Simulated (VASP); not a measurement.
Data:

Space group Fm-3m (No. 225); a = 5.6789 Å, b = 5.6789 Å, c = 5.6789 Å, α = 90.00°, β = 90.00°, γ = 90.00°

```tsv
atom	site	symmetry	x	y	z
Na	4a	m-3m	0.0000	0.0000	0.0000
Cl	4b	m-3m	0.5000	0.5000	0.5000
```
(The calculation used a cell of 2 atoms; values per cell refer to that cell.)

Level of theory: PBE GGA, VASP's PBE PAW potentials (set 64) (plane waves; VASP). Settings: 480 eV cut-off, 8×8×8 Γ-centred mesh, Gaussian smearing of 0.050 eV, potentials Na_pv Cl.

Each relaxation starts from this cell; other phases were not tried.

Task: The cell is relaxed at 2 GPa. What happens?

Result: The volume per atom goes from 22.89 to 21.47 Å³ (-6.2 %), and the cell becomes a = b = c = 5.5583 Å, α = β = γ = 90.00°, space group Fm-3m. The gap on the mesh goes from 5.03 to 5.28 eV.

Task: The cell is relaxed at 10 GPa. What happens?

Result: The volume per atom goes from 22.89 to 18.12 Å³ (-20.8 %), and the cell becomes a = 5.253 Å, b = 5.253 Å, c = 5.253 Å, α = 90.00°, β = 90.00°, γ = 90.00°, space group Fm-3m. The gap on the mesh goes from 5.03 to 6.07 eV.

Failed runs are left out, and for metals the shear rows, which the mesh's noise covers.

The compound is NaCl in the rock salt structure.
